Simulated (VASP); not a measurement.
Given:

```xyz
6
Lattice="3.1846 0.0000 0.0000 -1.5923 2.7579 0.0000 0.0000 0.0000 14.1851" Properties=species:S:1:pos:R:3 pbc="T T T"
Mo     1.5923     0.9193    10.6388
Mo     0.0000     1.8386     3.5463
S      1.5923     0.9193     5.1083
S      0.0000     1.8386    12.2009
S      0.0000     1.8386     9.0768
S      1.5923     0.9193     1.9842
```

The numbers are results of PBE GGA, VASP's PBE PAW potentials (set 64) (plane waves; VASP), not measurements. Run with 480 eV cut-off, 9×9×2 Γ-centred mesh, Gaussian smearing of 0.050 eV, potentials Mo_sv S.

Without a dispersion term in the relaxation, distances and binding between the weakly bound layers, chains or molecules are unreliable, and so is what depends on them.

Problem. What does the run give for the energy per atom (σ→0), band gap (on the k-mesh) with the smallest direct gap where there is one?

Solution. 
```yaml
band gap (on the k-mesh): 1.38 eV
smallest direct gap (on the k-mesh): 1.66 eV
energy per atom (σ→0): -7.285 eV/atom
```

The compound is MoS2 in the 2H layered structure. It was relaxed first, which changed the volume by +17 %. The start is the result of an earlier pass.
